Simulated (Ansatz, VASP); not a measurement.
Ga2AsN: VASP beside Ansatz

```
CELL_PARAMETERS angstrom
3.71277 0.00000 0.00000
0.00000 3.71277 0.00000
0.00000 0.00000 4.91276
ATOMIC_POSITIONS crystal
N 0.00000 0.00000 0.00000
Ga 0.00000 0.50000 0.80316
Ga 0.50000 0.00000 0.19684
As 0.50000 0.50000 0.50000
```

Change from the starting cell: epitaxial_xy strain +3.0%.

Alike in both runs: task single point; functional r2SCAN; k mesh 8 × 8 × 6; occupations fermi-dirac, width 0.02 eV; no spin polarisation.

|  | VASP | Ansatz |
| --- | --- | --- |
| version | VASP 6.6.1 | Ansatz 0.2.0 |
| potentials or method | VASP PAW PBE potentials, release 64 (N, Ga_d, As) | plane waves, PAW |
| plane-wave cutoff (eV) | 520 | 500 |
| valence electrons in the cell | 36 | 46 |

Ansatz gave:

| Property | Result |
| --- | --- |
| pressure (GPa) | -3.3 |
| largest component of the traceless stress (GPa) | 3.32 |
| rms of the force components (eV/Å) | 0.001 |

Question: Estimate VASP's values.

Answer: Pressure (GPa): -3.0; largest component of the traceless stress (GPa): 3.31; rms of the force components (eV/Å): 0.019.

The two sets of potentials don't hold the same shells in valence.

Caveats: the PAW data sets were made with another functional, which shifts forces and pressure a little (VASP).
